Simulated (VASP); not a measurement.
A run of VASP 6.6.1 is set up as follows.

The input INCAR:

```
ALGO = Fast
EDIFF = 1E-6
EDIFFG = -0.01
ENCUT = 600
GGA = CA
IBRION = 2
ISIF = 3
ISMEAR = -1
LASPH = T
LCHARG = F
LREAL = F
LWAVE = F
NELM = 80
NSW = 60
PREC = Accurate
PSTRESS = 200
SIGMA = 0.05
```

Contents of KPOINTS:

```
k-points
0
Gamma
  10 10 10
```

File POSCAR:

```
HfB
1.0
    0.0000000000      2.3100000000      2.3100000000
    2.3100000000      0.0000000000      2.3100000000
    2.3100000000      2.3100000000      0.0000000000
Hf B
1 1
Direct
    0.5000000000      0.5000000000      0.5000000000
    0.0000000000      0.0000000000      0.0000000000
```

Potentials or basis: VASP PAW LDA potentials, release 64 (Hf_pv, B).

The run is started by

```console
$ cat potpaw_LDA.64/Hf_pv/POTCAR potpaw_LDA.64/B/POTCAR > POTCAR
$ mpirun -np 1 vasp_std > vasp.out
```

What does it give for the band gap on the k mesh?

None (metal or under the smearing width).

Estimate the space group after relaxing (to 0.05 Å).

Fm-3m (No. 225).

Estimate the relaxed cell.

a = 3.266 Å, b = 3.266 Å, c = 3.266 Å, α = 60.00°, β = 60.00°, γ = 60.00°.

Step by step:
| step | energy change (eV) | largest force (eV/Å) | pressure (GPa) | volume (Å³) |
| --- | --- | --- | --- | --- |
| 1 | 0.0000 | 0.0000 | 19.72 | 24.65 |
| 2 | 0.0096 | 0.0000 | 20.55 | 24.58 |
| 3 | 0.0033 | 0.0000 | 20.00 | 24.63 |

Caveat: the cell is relaxed towards a set pressure, so the enthalpy falls and the energy may rise. The run has no spin-orbit coupling, so splittings on Hf are missing.
